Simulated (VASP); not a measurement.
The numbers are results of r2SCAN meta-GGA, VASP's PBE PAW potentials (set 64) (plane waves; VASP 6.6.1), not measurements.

VASP ran on this input.

INCAR:
```
# general
SYSTEM  = LaOF
PREC    = Accurate
ENCUT   = 520   # plane-wave cut-off (eV)
LREAL   = .FALSE.
LASPH   = .TRUE.   # aspherical one-centre terms

# electronic loop
EDIFF   = 1E-6
NELM    = 100   # most electronic steps
ALGO    = Normal
LMAXMIX = 6
LMIXTAU = .TRUE.

# smearing
ISMEAR  = 0   # Gaussian
SIGMA   = 0.05   # width (eV)

# functional
METAGGA = R2SCAN

# ions
IBRION  = 2   # conjugate gradients
NSW     = 60   # most ionic steps
ISIF    = 3   # ions, shape and volume
EDIFFG  = -0.02   # ionic stop

# output
LWAVE   = .FALSE.
LCHARG  = .FALSE.
```

POSCAR:
```
LaOF
1
    4.0712332973     0.0000000000     0.0000000000
    0.0000000000     4.0712332973     0.0000000000
    0.0000000000     0.0000000000     5.8166887240
La O F
2 2 2
Direct
  0.5000000000   0.0000000000   0.7156591296
  0.0000000000   0.5000000000   0.2843408704
  1.0000000000   0.0000000000   0.5000000000
  0.5000000000   0.5000000000   0.5000000000
  0.5000000000   0.5000000000   0.0000000000
  1.0000000000   1.0000000000   0.0000000000
```

**KPOINTS**
```
Automatic mesh
0
G
5 5 4
```

POTCAR, in this order: La O F (PBE.64 set). Program: vasp_std.

### Question
What will the output report for the number of irreducible k-points (NKPTS), number of bands (NBANDS), largest plane-wave count, number of space-group operations, FFT grid (NGX, NGY, NGZ)?

### Answer

```json
{
  "number of irreducible k-points (NKPTS)": "18",
  "number of bands (NBANDS)": "28",
  "largest_plane_wave_count": "2614",
  "number_of_space_group_operations": "16",
  "FFT grid (NGX, NGY, NGZ)": "30 × 30 × 48"
}
```

The structure comes from a computed database's LaOF entry (P4/nmm); how it stands against other phases isn't given here. It was relaxed first. The start is the result of an earlier pass.
